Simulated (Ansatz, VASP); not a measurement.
# Ru (Ruthenium): VASP beside Ansatz

Aim: how closely do two programs agree when they are given the same cell, functional and k mesh? The cell is taken from a series of runs on this material, whose earlier steps may have relaxed, scaled, displaced or heated it; both programs get it as it stands.

Method: plane waves, with VASP 6.6.1 beside it; zone-centre phonons at LDA, in Ansatz 0.2.0.

## (1) Set-up

Symmetry: P6_3/mmc, No. 194, hexagonal system. Conventional cell: a = 2.648 Å, b = 2.648 Å, c = 4.248 Å, α = 90.00°, β = 90.00°, γ = 120.00°. Nearest to Ru lie 12 Ru at 2.62 to 2.65 Å.

Structure file:

```xyz
2
Lattice="2.6482 0.0000 0.0000 -1.3241 2.2934 0.0000 0.0000 0.0000 4.2480" Properties=species:S:1:pos:R:3 pbc="T T T"
Ru    0.0000    1.5289    1.0620
Ru    1.3241    0.7645    3.1860
```

## (2) VASP: zone-centre phonons, LDA

Second derivatives magnify differences that forces hide, and they need a tight electronic threshold.

Lines of VASP's logs that name or quote its potential files are left out, and so is its time.

INCAR reads:

```
SYSTEM = Ru
PREC = Accurate
ENCUT = 500
EDIFF = 1E-08
NELM = 120
ISMEAR = 1
SIGMA = 0.2
LREAL = .FALSE.
ALGO = Normal
GGA = PW92
NBANDS = 20
LASPH = .TRUE.
LORBIT = 11
LWAVE = .FALSE.
LCHARG = .FALSE.
ISIF = 2
IBRION = 8
GGA_COMPAT = .FALSE.
KPAR = 2
```

POSCAR reads:

```
Ru
1.0
    2.6481553779      0.0000000000      0.0000000000
   -1.3240776890      2.2933698304      0.0000000000
    0.0000000000      0.0000000000      4.2480212547
Ru
2
Direct
    0.3333333334      0.6666666668      0.2500000000
    0.6666666668      0.3333333334      0.7500000000
```

KPOINTS reads:

```
Automatic mesh
0
Gamma
18 18 12
0 0 0
```

The projector-augmented-wave data sets are Ru_pv (LDA family, release 64).

Launch:

```bash
$ mpirun -np 2 vasp_std
```

Numbers of over 12 decimals in the logs are rounded to 6 here.

Output:

```text
[banner, memory and clock lines left out]
running    2 mpi-ranks, on    1 nodes
 distrk:  each k-point on    1 cores,    2 groups
 distr:  one band on    1 cores,    1 groups

 POSCAR found type information on POSCAR Ru
 POSCAR found :  1 types and       2 ions
|                                                                             |
|               ----> ADVICE to this user running VASP <----                  |
|                                                                             |
|     You enforced a specific xc type in the INCAR file but a different       |
|     [... a line on the potential file left out ...]
|     I HOPE YOU KNOW WHAT YOU ARE DOING!                                     |
|                                                                             |

 LDA part: xc-table for (Slater(with rela. corr.)+PW92), standard interpolation
 POSCAR, INCAR and KPOINTS ok, starting setup
 FFT: planning ... GRIDC
 FFT: planning ... GRID_SOFT
 FFT: planning ... GRID
 WAVECAR not read
 entering main loop
       N       E                     dE             d eps       ncg     rms          rms(c)
DAV:   1     0.280595406628E+03    0.28060E+03   -0.17326E+04 10392   0.153E+03
DAV:   2    -0.168301530409E+02   -0.29743E+03   -0.28900E+03 10644   0.457E+02
DAV:   3    -0.227392132339E+02   -0.59091E+01   -0.58695E+01 11844   0.723E+01
DAV:   4    -0.227862119391E+02   -0.46999E-01   -0.46944E-01 13340   0.608E+00
DAV:   5    -0.227868646374E+02   -0.65270E-03   -0.64917E-03 11600   0.608E-01    0.207E+01
DAV:   6    -0.214713702955E+02    0.13155E+01   -0.30241E+00 11908   0.173E+01    0.599E+00
DAV:   7    -0.213790708221E+02    0.92299E-01   -0.53488E-01 11712   0.533E+00    0.119E+00
DAV:   8    -0.213681981340E+02    0.10873E-01   -0.26384E-02 11580   0.153E+00    0.301E-01
DAV:   9    -0.213678808246E+02    0.31731E-03   -0.62126E-04 11892   0.265E-01    0.294E-02
DAV:  10    -0.213679013416E+02   -0.20517E-04   -0.83849E-05 11624   0.943E-02    0.220E-02
DAV:  11    -0.213678981901E+02    0.31515E-05   -0.17426E-05 11540   0.412E-02    0.119E-03
DAV:  12    -0.213678981952E+02   -0.51095E-08   -0.15460E-07 11944   0.373E-03    0.117E-03
DAV:  13    -0.213678982010E+02   -0.57312E-08   -0.51166E-09  7448   0.704E-04
   1 F= -.21367898E+02 E0= -.21367980E+02  d E =0.246335E-03
 Linear response reoptimize wavefunctions to high precision
DAV:   1    -0.213678982014E+02   -0.44656E-09   -0.21488E-10  6880   0.158E-04
DAV:   2    -0.213678982014E+02    0.10004E-10   -0.16736E-11  6768   0.403E-05
 Linear response DOF=           2
 Linear response progress:
  Degree of freedom:   1/  2
       N       E                     dE             d eps       ncg     rms          rms(c)
RMM:   1    -0.501699573311E+00   -0.50170E+00    0.33062E+00 46355   0.592E+01
RMM:   2    -0.603496515688E+00   -0.10180E+00   -0.11549E-01 63513   0.286E+00    0.144E-01
RMM:   3    -0.602247189569E+00    0.12493E-02   -0.35190E-03 72515   0.496E-01    0.644E-02
RMM:   4    -0.601037078799E+00    0.12101E-02   -0.46592E-04 72634   0.169E-01    0.241E-02
RMM:   5    -0.600856400330E+00    0.18068E-03   -0.41836E-05 88600   0.428E-02    0.983E-03
RMM:   6    -0.600772432462E+00    0.83968E-04   -0.50459E-05 77414   0.121E-02    0.457E-03
RMM:   7    -0.600770405986E+00    0.20265E-05   -0.40168E-05 77873   0.643E-03    0.730E-04
RMM:   8    -0.600790120504E+00   -0.19715E-04   -0.24632E-05 93544   0.221E-03    0.333E-04
RMM:   9    -0.600797778507E+00   -0.76580E-05   -0.14021E-05 85185   0.940E-04    0.608E-05
RMM:  10    -0.600798063260E+00   -0.28475E-06   -0.79658E-06 98137   0.492E-04    0.195E-05
RMM:  11    -0.600798431568E+00   -0.36831E-06   -0.43346E-06 84778   0.292E-04    0.795E-06
RMM:  12    -0.600798442085E+00   -0.10517E-07   -0.25591E-06 94290   0.197E-04    0.407E-06
RMM:  13    -0.600798404821E+00    0.37264E-07   -0.15213E-06 97044   0.147E-04    0.138E-06
RMM:  14    -0.600798431321E+00   -0.26500E-07   -0.90784E-07 90210   0.121E-04    0.802E-07
RMM:  15    -0.600798450197E+00   -0.18876E-07   -0.55059E-07 91931   0.106E-04    0.223E-07
RMM:  16    -0.600798459513E+00   -0.93151E-08   -0.38608E-07 79064   0.968E-05    0.197E-07
RMM:  17    -0.600798464043E+00   -0.45303E-08   -0.25987E-07 69133   0.914E-05    0.108E-07
RMM:  18    -0.600798467509E+00   -0.34660E-08   -0.20655E-07 68115   0.882E-05    0.102E-07
RMM:  19    -0.600798468587E+00   -0.10778E-08   -0.15584E-07 60990   0.861E-05    0.102E-07
RMM:  20    -0.600798470580E+00   -0.19933E-08   -0.13519E-07 62560   0.849E-05    0.770E-08
 first order change of Fermi-energy  -0.11626E-05
 force on displaced ion       1 direction 1 :  -8.326   0.001   0.000
 Linear response progress:
  Degree of freedom:   2/  2
       N       E                     dE             d eps       ncg     rms          rms(c)
RMM:   1    -0.623248240473E+00   -0.62325E+00    0.38933E+00 15977   0.601E+01
RMM:   2    -0.737935384056E+00   -0.11469E+00   -0.13207E-01 22022   0.302E+00    0.143E-01
RMM:   3    -0.737932895548E+00    0.24885E-05   -0.23114E-03 25058   0.469E-01    0.718E-02
RMM:   4    -0.737319478379E+00    0.61342E-03   -0.43537E-04 24543   0.162E-01    0.211E-02
RMM:   5    -0.737181599315E+00    0.13788E-03    0.89544E-05 29346   0.511E-02    0.140E-02
RMM:   6    -0.737130284148E+00    0.51315E-04   -0.25940E-06 26606   0.170E-02    0.102E-02
RMM:   7    -0.737088268902E+00    0.42015E-04   -0.87781E-06 25427   0.991E-03    0.283E-03
RMM:   8    -0.737077419411E+00    0.10849E-04    0.28726E-05 28826   0.404E-03    0.673E-04
RMM:   9    -0.737085805710E+00   -0.83863E-05    0.13823E-05 28371   0.166E-03    0.976E-05
RMM:  10    -0.737086427056E+00   -0.62135E-06    0.16130E-05 29086   0.718E-04    0.413E-05
RMM:  11    -0.737088140624E+00   -0.17136E-05    0.51150E-06 30672   0.350E-04    0.108E-05
RMM:  12    -0.737088357586E+00   -0.21696E-06    0.46995E-06 29712   0.230E-04    0.422E-06
RMM:  13    -0.737088567995E+00   -0.21041E-06    0.22303E-06 32851   0.166E-04    0.158E-06
RMM:  14    -0.737088633362E+00   -0.65367E-07    0.17649E-06 31963   0.133E-04    0.842E-07
RMM:  15    -0.737088704793E+00   -0.71431E-07    0.83581E-07 30932   0.116E-04    0.671E-07
RMM:  16    -0.737088724273E+00   -0.19479E-07    0.80159E-07 28523   0.108E-04    0.331E-07
RMM:  17    -0.737088773284E+00   -0.49012E-07    0.29721E-07 28992   0.102E-04    0.136E-07
RMM:  18    -0.737088768662E+00    0.46226E-08    0.36678E-07 20857   0.978E-05    0.178E-07
RMM:  19    -0.737088798592E+00   -0.29931E-07    0.87105E-08 27217   0.960E-05    0.928E-08
 first order change of Fermi-energy   0.88245E-04
 force on displaced ion       1 direction 3 :   0.000  -0.000 -14.376
 Linear response finished
```

From OUTCAR (step 2):

```text
ion  position               nearest neighbor table
   1  0.333  0.667  0.250-   2 2.62   2 2.62   2 2.62   2 2.62   2 2.62   2 2.62
   2  0.667  0.333  0.750-   1 2.62   1 2.62   1 2.62   1 2.62   1 2.62   1 2.62

  LATTYP: Found a hexagonal cell.
 ALAT       =     2.6481553779
 C/A-ratio  =     1.6041435069

 Subroutine GETGRP returns: Found 24 space group operations
 (whereof 12 operations were pure point group operations)

The static configuration has the point symmetry D_3d.
 The point group associated with its full space group is D_6h.

 Found    259 irreducible k-points:

   k-points           NKPTS =    259   k-points in BZ     NKDIM =    259   number of bands    NBANDS=     20

   dimension x,y,z NGX =    20 NGY =   20 NGZ =   32
   dimension x,y,z NGXF=    40 NGYF=   40 NGZF=   64

   ENCUT  =  500.0 eV  36.75 Ry    6.06 a.u.   4.83  4.83  7.75*2*pi/ulx,y,z

   NELECT =      28.0000    total number of electrons

 k-points in reciprocal lattice and weights: Automatic mesh
   0.00000000  0.00000000  0.00000000       0.000
   0.05555556  0.00000000  0.00000000       0.002
   0.11111111  0.00000000  0.00000000       0.002
   0.16666667  0.00000000  0.00000000       0.002
   0.22222222 -0.00000000  0.00000000       0.002
   0.27777778 -0.00000000  0.00000000       0.002
   0.33333333  0.00000000  0.00000000       0.002
   0.38888889  0.00000000  0.00000000       0.002
   0.44444444 -0.00000000  0.00000000       0.002
[...]
0.33333333  0.27777778  0.50000000       0.003
   0.33333333  0.33333333  0.50000000       0.001

 average (electrostatic) potential at core
       1 -66.5598       2 -66.5598

  Total        1.3923200      1.3923200      0.1088832     -0.0000000      0.0000000      0.0000000
  in kB       86.4660080     86.4660080      6.7618770     -0.0000000      0.0000000      0.0000000
  external PRESSURE =      59.8979643 kB  Pullay stress =       0.0000000 kB

  energy-cutoff  :      500.00
  volume of cell :       25.80
      direct lattice vectors                 reciprocal lattice vectors
     2.648155378  0.000000000  0.000000000     0.377621347  0.218019786  0.000000000
    -1.324077689  2.293369830  0.000000000     0.000000000  0.436039572  0.000000000
     0.000000000  0.000000000  4.248021255     0.000000000  0.000000000  0.235403719

 POSITION                                       TOTAL-FORCE (eV/Angst)
 -----------------------------------------------------------------------------------
     -0.00000      1.52891      1.06201        -0.000000      0.000000      0.000000
      1.32408      0.76446      3.18602         0.000000     -0.000000      0.000000
 -----------------------------------------------------------------------------------
    total drift:                               -0.000000     -0.000000      0.000000

 Eigenvectors and eigenvalues of the dynamical matrix
 ----------------------------------------------------

   1 f  =    8.338326 THz    52.391250 2PiTHz  278.136632 cm-1    34.484532 meV
             X         Y         Z           dx          dy          dz
     -0.000000  1.528913  1.062005     0.000000    0.000000    0.707107
      1.324078  0.764457  3.186016    -0.000000    0.000000   -0.707107

   2 f  =    6.345534 THz    39.870164 2PiTHz  211.664218 cm-1    26.243007 meV
             X         Y         Z           dx          dy          dz
     -0.000000  1.528913  1.062005     0.614760   -0.349385    0.000000
      1.324078  0.764457  3.186016    -0.614760    0.349385    0.000000

   3 f  =    6.345534 THz    39.870164 2PiTHz  211.664218 cm-1    26.243007 meV
             X         Y         Z           dx          dy          dz
     -0.000000  1.528913  1.062005     0.349385    0.614760   -0.000000
      1.324078  0.764457  3.186016    -0.349385   -0.614760   -0.000000

   4 f  =    0.000000 THz     0.000001 2PiTHz    0.000004 cm-1     0.000000 meV
             X         Y         Z           dx          dy          dz
     -0.000000  1.528913  1.062005     0.306440    0.632083    0.081028
      1.324078  0.764457  3.186016     0.306440    0.632083    0.081028

   5 f  =    0.000000 THz     0.000000 2PiTHz    0.000001 cm-1     0.000000 meV
             X         Y         Z           dx          dy          dz
     -0.000000  1.528913  1.062005     0.636863   -0.300610   -0.063554
      1.324078  0.764457  3.186016     0.636863   -0.300610   -0.063554

   6 f/i=    0.000000 THz     0.000001 2PiTHz    0.000004 cm-1     0.000001 meV
             X         Y         Z           dx          dy          dz
     -0.000000  1.528913  1.062005     0.022364   -0.100521    0.699568
      1.324078  0.764457  3.186016     0.022364   -0.100521    0.699568

 ELASTIC MODULI CONTR FROM IONIC RELAXATION (kBar)
 Direction    XX          YY          ZZ          XY          YZ          ZX
 --------------------------------------------------------------------------------
 XX         -84.9286     84.9286     -0.0000      0.0000      0.0000     -0.0000
 YY          84.9286    -84.9286      0.0000      0.0000     -0.0000      0.0000
 ZZ          -0.0000      0.0000     -0.0000      0.0000      0.0000     -0.0000
 XY           0.0000      0.0000      0.0000    -84.9286      0.0000     -0.0000
 YZ           0.0000     -0.0000      0.0000      0.0000     -0.0000      0.0000
 ZX          -0.0000      0.0000     -0.0000     -0.0000      0.0000     -0.0000
 --------------------------------------------------------------------------------
```

(Continued in part 2 of 2.)

[Lines on the potential files, build, host, timing and source positions are cut from VASP's logs without a mark.]

[Logs are printed without paths, hosts, clocks, repeated set-up lines and the standing remarks that a program may print on its own settings, such as how far it seeks lower states.]

[Hosts, paths, dates, database ids (printed as entryN), source tags and the programs' standing remarks are cut or masked in the printed files.]
